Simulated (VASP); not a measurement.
Crystal: Si3N4.

```xyz
14
Lattice="7.6600 0.0000 0.0000 -3.8300 6.6338 0.0000 0.0000 0.0000 2.9247" Properties=species:S:1:pos:R:3 pbc="T T T"
Si   -1.3891    5.4732    2.1935
Si    2.2255    1.5336    0.7312
Si    4.0454    3.9396    0.7312
Si   -0.2154    2.6942    2.1935
Si    1.6045    5.1002    2.1935
Si    5.2191    1.1606    0.7312
N     0.0000    4.4225    2.1935
N     3.8300    2.2113    0.7312
N     4.8586    4.4446    2.1935
N    -1.4198    6.4299    0.7312
N     2.4484    4.6484    0.7312
N     1.3816    1.9853    2.1935
N    -1.0285    2.1892    0.7312
N     5.2499    0.2039    2.1935
```

The cell is a database's computed one.

Base run:

- Program: VASP 6.6.1
- Functional: PBEsol
- Potentials or basis: VASP PAW PBE potentials, release 64 (Si, N)
- Cutoff: 450 eV
- k mesh: 6 × 6 × 12
- Occupations: gaussian, width 0.02 eV
- Spin: no spin polarisation

Its results: band gap on the k mesh 4.12 eV, indirect (least direct gap 4.32 eV); largest force 0.027 eV/Å.

After a change of settings the same cell gave: band gap on the k mesh 4.25 eV, indirect (least direct gap 4.45 eV); largest force 0.004 eV/Å. Which change was it?
A. functional from PBEsol to r2SCAN; further incar settings from ALGO = Fast; EDIFF = 1e-06; NBANDS = 45 to ALGO = Normal; EDIFF = 1e-06; NBANDS = 45
B. functional from PBEsol to PBE; cutoff from 450 eV to 600 eV
C. functional from PBEsol to LDA; potentials or basis from VASP PAW PBE potentials, release 64 (Si, N) to VASP PAW LDA potentials, release 64 (Si, N)

B.

Caveats: the PAW data sets were made with another functional, which shifts forces and pressure a little (some runs).
